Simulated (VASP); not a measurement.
These are r2SCAN meta-GGA, VASP's PBE PAW potentials (set 64) (plane waves; VASP) values and carry that method's errors.

VASP input:

### KPOINTS
```
K-points
0
G
6 6 10
```

### INCAR
```
SYSTEM = TaN
PREC = Accurate
ENCUT = 520
EDIFF = 1E-6
NELM = 100
ALGO = Normal
LREAL = .FALSE.
LASPH = .TRUE.
ISMEAR = 1
SIGMA = 0.1
METAGGA = R2SCAN
LMIXTAU = .TRUE.
LMAXMIX = 6
LWAVE = .FALSE.
LCHARG = .FALSE.
IBRION = 2
ISIF = 3
NSW = 60
EDIFFG = -0.02
```

POSCAR:
```
TaN
1
    5.1830929918     0.0000000000     0.0000000000
   -2.5915464959     4.4886898901     0.0000000000
    0.0000000000     0.0000000000     2.8988233733
Ta N
3 3
Direct
  0.0000000000   0.0000000000   0.0000000000
  0.3333330000   0.6666670000   0.5000000000
  0.6666670000   0.3333330000   0.5000000000
  0.3932292764   0.0000000000   0.0000000000
  0.6067707236   0.6067707236   1.0000000000
  0.0000000000   0.3932292764   0.0000000000
```

POTCAR, in this order: Ta_pv N (PBE.64 set). Program: vasp_std.

Unless said otherwise, spin-orbit coupling is left out, though it shifts the bands of the heavy elements here.

Problem. Estimate the energy per atom (σ→0), volume per atom, band gap (on the k-mesh).

Solution. 
```json
{
  "energy per atom (σ→0)": "-30.219 eV/atom",
  "band gap (on the k-mesh)": "none (metal, semimetal or under 0.01 eV)",
  "volume_per_atom": "11.41 Å^3/atom"
}
```

### OSZICAR
```
...
DAV:   3    -0.181313852495E+03    0.50855E-04   -0.12769E-04  2776   0.994E-02    0.464E-02
DAV:   4    -0.181313836951E+03    0.15544E-04   -0.10344E-04  2632   0.772E-02    0.138E-02
DAV:   5    -0.181313867346E+03   -0.30395E-04   -0.44853E-05  2532   0.625E-02    0.652E-03
DAV:   6    -0.181313871968E+03   -0.46217E-05   -0.42709E-06  2436   0.140E-02    0.372E-03
DAV:   7    -0.181313870654E+03    0.13139E-05   -0.13523E-06  1888   0.984E-03    0.235E-03
DAV:   8    -0.181313875632E+03   -0.49781E-05   -0.29700E-06  2116   0.161E-02    0.625E-04
DAV:   9    -0.181313875848E+03   -0.21544E-06   -0.27364E-07  1332   0.416E-03
   5 F= -.18131388E+03 E0= -.18131342E+03  d E =-.492907E-03
```

The structure comes from a computed database's TaN entry (P-62m); how it stands against other phases isn't given here. This run relaxes it. Symmetry was kept, so distortions that lower it aren't found. The start is the result of an earlier pass.
